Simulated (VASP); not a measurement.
# MnV (Pm-3m) in VASP: further runs

The runs below take MnV through single point, relaxation of cell and atoms, with LDA.

Everything below comes from runs of VASP 6.6.1. Logs are shortened: lines on timing, memory, paths and dates and some standing lists are left out, and cuts for length are marked.

**1. The structure**

It takes space group Pm-3m (No. 221, cubic). Conventional cell: a = 2.871 Å, b = 2.871 Å, c = 2.871 Å, α = 90.00°, β = 90.00°, γ = 90.00°. Mn (site symmetry m-3m) is surrounded by 8 V at 2.49 Å. V (site symmetry m-3m) is surrounded by 8 Mn at 2.49 Å.

**2. Single point, LDA (relaxed again under DFT LDA, scalar-relativistic, plane waves, PAW)**

Input file INCAR:

```
PREC = Accurate
ENCUT = 520
EDIFF = 1E-6
ISMEAR = 0
SIGMA = 0.1
LREAL = F
LASPH = T
NELM = 100
ALGO = Normal
ISIF = 2
LWAVE = F
LCHARG = T
GGA = CA
LELF = T
LVHAR = T
NBANDS = 20
```

Input file KPOINTS:

```
Automatic mesh
0
Gamma
  14 14 14
```

Input file POSCAR:

```
MnV
1.0
    2.8104281466      0.0000000000      0.0000000000
    0.0000000000      2.8104281466      0.0000000000
    0.0000000000      0.0000000000      2.8104281466
Mn V
1 1
Direct
    0.0000000000      0.0000000000      0.0000000000
    0.5000000000      0.5000000000      0.5000000000
```

Potentials or basis: VASP PAW LDA potentials, release 64 (Mn_pv, V_sv).

Run with:

```sh
cat potpaw_LDA.64/Mn_pv/POTCAR potpaw_LDA.64/V_sv/POTCAR > POTCAR
mpirun -np 1 vasp_std > vasp.out
```

OUTCAR:

```text
PREC = Accurate
   ENCUT = 520
   EDIFF = 1E-6
   ISMEAR = 0
   LREAL = F
   LASPH = T
   NELM = 100
   ISIF = 2
   GGA = CA

 ion  position               nearest neighbor table
   1  0.000  0.000  0.000-   2 2.43   2 2.43   2 2.43   2 2.43   2 2.43   2 2.43   2 2.43   2 2.43

   2  0.500  0.500  0.500-   1 2.43   1 2.43   1 2.43   1 2.43   1 2.43   1 2.43   1 2.43   1 2.43

  LATTYP: Found a simple cubic cell.
 ALAT       =     2.8104281466

  Lattice vectors:

 A1 = (   2.8104281466,   0.0000000000,   0.0000000000)
 A2 = (   0.0000000000,   2.8104281466,   0.0000000000)
 A3 = (   0.0000000000,   0.0000000000,   2.8104281466)

Analysis of symmetry for initial positions (statically):
=====================================================================
 Subroutine PRICEL returns:
 Original cell was already a primitive cell.

 Routine SETGRP: Setting up the symmetry group for a
 simple cubic supercell.

 Subroutine GETGRP returns: Found 48 space group operations
 (whereof 48 operations were pure point group operations)
 out of a pool of 48 trial point group operations.

The static configuration has the point symmetry O_h .

Analysis of symmetry for dynamics (positions and initial velocities):
=====================================================================
 Subroutine PRICEL returns:
 Original cell was already a primitive cell.

 Routine SETGRP: Setting up the symmetry group for a
 simple cubic supercell.

 Subroutine GETGRP returns: Found 48 space group operations
 (whereof 48 operations were pure point group operations)
 out of a pool of 48 trial point group operations.

The dynamic configuration has the point symmetry O_h .

 Subroutine INISYM returns: Found 48 space group operations
 (whereof 48 operations are pure point group operations),
 and found     1 'primitive' translations

----------------------------------------------------------------------------------------

                                     Primitive cell

  volume of cell :      22.1982

  direct lattice vectors                    reciprocal lattice vectors
     2.810428147  0.000000000  0.000000000     0.355817672  0.000000000  0.000000000
     0.000000000  2.810428147  0.000000000     0.000000000  0.355817672  0.000000000
     0.000000000  0.000000000  2.810428147     0.000000000  0.000000000  0.355817672

  length of vectors
     2.810428147  2.810428147  2.810428147     0.355817672  0.355817672  0.355817672

  position of ions in fractional coordinates (direct lattice)
     0.000000000  0.000000000  0.000000000
     0.500000000  0.500000000  0.500000000

  ion indices of the primitive-cell ions
   primitive index   ion index
                 1           1
                 2           2

----------------------------------------------------------------------------------------

 KPOINTS: Automatic mesh

Automatic generation of k-mesh.
 Grid dimensions read from file:
 generate k-points for:   14   14   14

 Generating k-lattice:

  Cartesian coordinates                     Fractional coordinates (reciprocal lattice)
     0.025415548  0.000000000  0.000000000     0.071428571  0.000000000  0.000000000
     0.000000000  0.025415548  0.000000000     0.000000000  0.071428571  0.000000000
     0.000000000  0.000000000  0.025415548     0.000000000  0.000000000  0.071428571

  Length of vectors
     0.025415548  0.025415548  0.025415548

  Shift w.r.t. Gamma in fractional coordinates (k-lattice)
     0.000000000  0.000000000  0.000000000

 Subroutine IBZKPT returns following result:
 ===========================================

 Found    120 irreducible k-points:

 Following reciprocal coordinates:
            Coordinates               Weight
  0.000000  0.000000  0.000000      1.000000
  0.071429  0.000000  0.000000      6.000000
  0.142857  0.000000  0.000000      6.000000
  0.214286  0.000000  0.000000      6.000000
  0.285714  0.000000  0.000000      6.000000
  0.357143  0.000000  0.000000      6.000000
[... 16 lines left out ...]
  0.285714  0.214286  0.000000     24.000000
  0.357143  0.214286  0.000000     24.000000
 [... further k-points ...]
   k-points           NKPTS =    120   k-points in BZ     NKDIM =    120   number of bands    NBANDS=     20
   number of dos      NEDOS =    301   number of ions     NIONS =      2
   total plane-waves  NPLWV =  13824
   dimension x,y,z NGX =    24 NGY =   24 NGZ =   24
   dimension x,y,z NGXF=    48 NGYF=   48 NGZF=   48
   ions per type =               1   1
   NGX,Y,Z   is equivalent  to a cutoff of  14.20, 14.20, 14.20 a.u.
   NGXF,Y,Z  is equivalent  to a cutoff of  28.39, 28.39, 28.39 a.u.
 SYSTEM =  unknown system
   PREC   = accura    normal or accurate (medium, high low for compatibility)
   ISTART =      0    job   : 0-new  1-cont  2-samecut
   ICHARG =      2    charge: 1-file 2-atom 10-const
   ISPIN  =      1    spin polarized calculation?
   LNONCOLLINEAR =      F non collinear calculations
   LSORBIT =      F    spin-orbit coupling
   LASPH  =      T    aspherical Exc in radial PAW
   ENCUT  =  520.0 eV  38.22 Ry    6.18 a.u.   5.23  5.23  5.23*2*pi/ulx,y,z
   NELM   =    100;   NELMIN=  2; NELMDL= -5     # of ELM steps
   EDIFF  = 0.1E-05   stopping-criterion for ELM
   LREAL  =      F    real-space projection
   EDIFFG = 0.1E-04   stopping-criterion for IOM
   NSW    =      0    number of steps for IOM
   IBRION =     -1    ionic relax: 0-MD 1-quasi-New 2-CG
   NFREE  =      0    steps in history (QN), initial steepest desc. (CG)
   ISIF   =      2    stress and relaxation
   ISYM   =      2    0-nonsym 1-usesym 2-fastsym
   POTIM  = 0.5000    time-step for ionic-motion
   TEBEG  =    0.0;   TEEND  =   0.0 temperature during run
   PSTRESS=    0.0 pullay stress
   NELECT =      26.0000    total number of electrons
   NUPDOWN=      -1.0000    fix difference up-down
   EMIN   =  10.00;   EMAX   =-10.00  energy-range for DOS
   EFERMI =   0.00;   METHOD = LEGACY
   ISMEAR =     0;   SIGMA  =   0.10  broadening in eV -4-tet -1-fermi 0-gaus
   EFERMI_NEDOS =   21; number of points for ismear=-14 and -15
   IALGO  =     38    algorithm
   IMIX   =      4    mixing-type and parameters
     AMIX     =   0.40;   BMIX     =  1.00
     AMIX_MAG =   1.60;   BMIX_MAG =  1.00
  volume/ion in A,a.u.               =      11.10        74.90
  Fermi-wavevector in a.u.,A,eV,Ry     =   1.725679  3.261061 40.517736  2.977970
  Thomas-Fermi vector in A             =   2.801134
   LORBIT       =      0    0 simple, 1 ext, 2 COOP (PROOUT), +10 PAW based schemes
   GGA     = CA    functional components
   LHFCALC =     F    Hartree Fock is set to
   AEXX    =    0.0000 exact exchange contribution
   IVDW    =     0    specifies the selected vdW correction
   LEPSILON=     F    determine dielectric tensor
   LRPA    =     F    only Hartree local field effects (RPA)
 non-spin polarized calculation
 Gauss-broadening in eV      SIGMA  =   0.10
  energy-cutoff  :      520.00
  volume of cell :       22.20
 maximum number of plane-waves:       624
 NGX is ok and might be reduce to    24
   NGX = 11   NGY = 11   NGZ = 11

 number of electron      26.0000015 magnetization

 Free energy of the ion-electron system (eV)
  ---------------------------------------------------
  ext. energy  EPLUGINS =         0.00000000
  ---------------------------------------------------
  free energy    TOTEN  =       -20.71406169 eV

  energy without entropy =      -20.71069831  energy(sigma->0) =      -20.71238000

 E-fermi :  11.3470     XC(G=0): -14.2681

 val. band max:       11.3367170714   @ k =   0.4286   0.1429   0.0000
 cond. band min:      11.3598691590   @ k =   0.5000   0.1429   0.0714
 fundamental gap:      0.0231520876
 Fermi energy:        11.3470095160

 k-point     1 :       0.0000    0.0000    0.0000
  band No.  band energies     occupation
      1     -52.1456      2.00000
      2     -36.1533      2.00000
      3     -36.1533      2.00000
      4     -36.1533      2.00000
      5     -26.2511      2.00000
      6     -26.2511      2.00000
[... 12 lines left out ...]
     19      22.3721      0.00000
     20      22.3721      0.00000

 k-point     2 :       0.0714    0.0000    0.0000
  band No.  band energies     occupation
      1     -52.1439      2.00000
      2     -36.1587      2.00000
      3     -36.1523      2.00000
      4     -36.1523      2.00000
      5     -26.2689      2.00000
      6     -26.2507      2.00000
[... 12 lines left out ...]
     19      21.8343      0.00000
     20      22.6514      0.00000

 k-point     3 :       0.1429    0.0000    0.0000
  band No.  band energies     occupation
      1     -52.1394      2.00000
      2     -36.1740      2.00000
      3     -36.1496      2.00000
      4     -36.1496      2.00000
      5     -26.3186      2.00000
      6     -26.2497      2.00000
[... 12 lines left out ...]
     19      20.5617      0.00000
     20      23.4208      0.00000

 k-point     4 :       0.2143    0.0000    0.0000
  band No.  band energies     occupation
      1     -52.1329      2.00000
      2     -36.1959      2.00000
      3     -36.1456      2.00000
      4     -36.1456      2.00000
      5     -26.3900      2.00000
      6     -26.2483      2.00000
[... 12 lines left out ...]
     19      19.0371      0.00000
     20      24.5432      0.00000

 k-point     5 :       0.2857    0.0000    0.0000
  band No.  band energies     occupation
      1     -52.1256      2.00000
      2     -36.2203      2.00000
      3     -36.1413      2.00000
      4     -36.1413      2.00000
      5     -26.4686      2.00000
      6     -26.2467      2.00000
[... 12 lines left out ...]
     19      17.5438      0.00000
     20      25.8981      0.00000
[... 353 lines left out ...]
      6     -26.2967      2.00000
[... 12 lines left out ...]
     19      15.0903      0.00000
     20      26.5506      0.00000

 k-point    22 :       0.2143    0.2143    0.0000
  band No.  band energies     occupation
      1     -52.1190      2.00000
      2     -36.2019      2.00000
      3     -36.1857      2.00000
      4     -36.1392      2.00000
      5     -26.3930      2.00000
      6     -26.3576      2.00000
[... 12 lines left out ...]
     19      19.4090      0.00000
     20      21.9687      0.00000

 k-point    23 :       0.2857    0.2143    0.0000
  band No.  band energies     occupation
      1     -52.1110      2.00000
      2     -36.2233      2.00000
      3     -36.1905      2.00000
      4     -36.1355      2.00000
      5     -26.4508      2.00000
      6     -26.3632      2.00000
[... 12 lines left out ...]
     19      18.2439      0.00000
     20      22.4221      0.00000

 k-point    24 :       0.3571    0.2143    0.0000
  band No.  band energies     occupation
      1     -52.1038      2.00000
      2     -36.2465      2.00000
      3     -36.1908      2.00000
      4     -36.1321      2.00000
      5     -26.5125      2.00000
      6     -26.3581      2.00000
[... 12 lines left out ...]
     19      16.8515      0.00000
     20      23.2971      0.00000

 [... further k-points ...]

------------------------ aborting loop because EDIFF is reached ----------------------------------------

  FORCE on cell =-STRESS in cart. coord.  units (eV):
  Direction    XX          YY          ZZ          XY          YZ          ZX
  --------------------------------------------------------------------------------------
  -------------------------------------------------------------------------------------
  Total        0.0622931      0.0622931      0.0622931     -0.0000000     -0.0000000      0.0000000
  in kB        4.4960729      4.4960729      4.4960729     -0.0000000     -0.0000000      0.0000000
  external PRESSURE =       4.4960729 kB  Pullay stress =       0.0000000 kB

 VOLUME and BASIS-vectors are now :
 -----------------------------------------------------------------------------
  energy-cutoff  :      520.00
  volume of cell :       22.20
      direct lattice vectors                 reciprocal lattice vectors
     2.810428147  0.000000000  0.000000000     0.355817672  0.000000000  0.000000000
     0.000000000  2.810428147  0.000000000     0.000000000  0.355817672  0.000000000
     0.000000000  0.000000000  2.810428147     0.000000000  0.000000000  0.355817672

 POSITION                                       TOTAL-FORCE (eV/Angst)
 -----------------------------------------------------------------------------------
      0.00000      0.00000      0.00000         0.000000      0.000000      0.000000
      1.40521      1.40521      1.40521         0.000000      0.000000      0.000000
 -----------------------------------------------------------------------------------
    total drift:                                0.000000      0.000000     -0.000000

  FREE ENERGIE OF THE ION-ELECTRON SYSTEM (eV)
  ---------------------------------------------------
  free  energy   TOTEN  =       -20.7140616907 eV

  energy  without entropy=      -20.7106983075  energy(sigma->0) =      -20.71238000
```

Run time: 24 s. Hardware: 1 thread of Intel Xeon Platinum 8488C (Sapphire Rapids), shared host; peak memory 0.17 GiB.

What came out:

- Free energy: -20.7141 eV
- Pressure: 0.4 GPa
- Band gap on the k mesh: none (metal or under the smearing width)

Levels at points of the mesh, in eV from the Fermi level:
```csv
k point,band 11,band 12,band 13,band 14,band 15,band 16
"(0.00, 0.00, 0.00)",-0.96,-0.96,-0.96,1.27,1.27,2.95
"(0.50, 0.00, 0.00)",-1.56,-0.76,-0.76,0.15,0.16,0.16
"(0.50, 0.50, 0.00)",-2.55,0.81,0.94,1.41,1.41,1.58
"(0.50, 0.50, 0.50)",-2.32,-2.32,-2.32,0.87,0.87,2.65
```

Spin polarisation is off, so any magnetic state and its effect on volume and gap are missing.

**3. Relaxation of cell and atoms, LDA**

Input file INCAR:

```
SYSTEM = MnV
ALGO = Normal
EDIFF = 1E-6
EDIFFG = -0.005
ENCUT = 600
IBRION = 2
ISIF = 3
ISMEAR = 0
LASPH = .TRUE.
LCHARG = .FALSE.
LREAL = .FALSE.
LWAVE = .FALSE.
NELM = 100
NSW = 70
PREC = Accurate
SIGMA = 0.1
```

Input file KPOINTS:

```
k-points
0
G
  14 14 14
  0 0 0
```

Input file POSCAR:

```
MnV
1.0
    2.8714344287      0.0000000000      0.0000000000
    0.0000000000      2.8714344287      0.0000000000
    0.0000000000      0.0000000000      2.8714344287
Mn V
1 1
Direct
    0.0000000000      0.0000000000      0.0000000000
    0.5000000000      0.5000000000      0.5000000000
```

Potentials or basis: VASP PAW LDA potentials, release 64 (Mn_pv, V_sv).

Run with:

```sh
cat potpaw_LDA.64/Mn_pv/POTCAR potpaw_LDA.64/V_sv/POTCAR > POTCAR
mpirun -np 1 vasp_std > vasp.out
```

Run time: 90 s. Hardware: 1 thread of Intel Xeon Platinum 8488C (Sapphire Rapids), shared host; peak memory 0.19 GiB.

Results (log left out):

| Item | Value |
| --- | --- |
| Free energy | -20.7155 eV |
| Relaxed volume | 11.13 Å³/atom |
| Relaxed cell | a = 2.813 Å, b = 2.813 Å, c = 2.813 Å, α = 90.00°, β = 90.00°, γ = 90.00° |
| Space group after relaxing (to 0.05 Å) | Pm-3m (No. 221) |
| Energy gained by relaxing | 36.9 meV/atom |
| Ionic steps | 6 |
| Pressure after relaxing | 0.0 GPa |
| Band gap on the k mesh | none (metal or under the smearing width) |

The path:
| step | energy change (eV) | largest force (eV/Å) | pressure (GPa) | volume (Å³) |
| --- | --- | --- | --- | --- |
| 1 | 0.0000 | 0.0000 | -15.67 | 23.68 |
| 2 | 0.1822 | 0.0000 | 38.91 | 19.93 |
| 3 | -0.0737 | 0.0000 | -0.93 | 22.29 |
| 4 | -0.0738 | 0.0000 | 0.10 | 22.22 |
| 5 | -0.0737 | 0.0000 | -0.18 | 22.25 |
| 6 | -0.0737 | 0.0000 | 0.03 | 22.25 |

Final structure:
```
Mn V
1.0
     2.81266    0.00000    0.00000
     0.00000    2.81266    0.00000
     0.00000    0.00000    2.81266
Mn V
1 1
Direct
  0.00000 0.00000 0.00000
  0.50000 0.50000 0.50000
```

Levels at points of the mesh, in eV from the Fermi level:
```tsv
k point	band 11	band 12	band 13	band 14	band 15	band 16
(0.00, 0.00, 0.00)	-0.95	-0.95	-0.95	1.26	1.26	2.94
(0.50, 0.00, 0.00)	-1.55	-0.76	-0.76	0.15	0.17	0.17
(0.50, 0.50, 0.00)	-2.54	0.94	1.41	1.41	1.58	2.56
(0.50, 0.50, 0.50)	-2.31	-2.31	-2.31	0.86	0.86	2.64
```
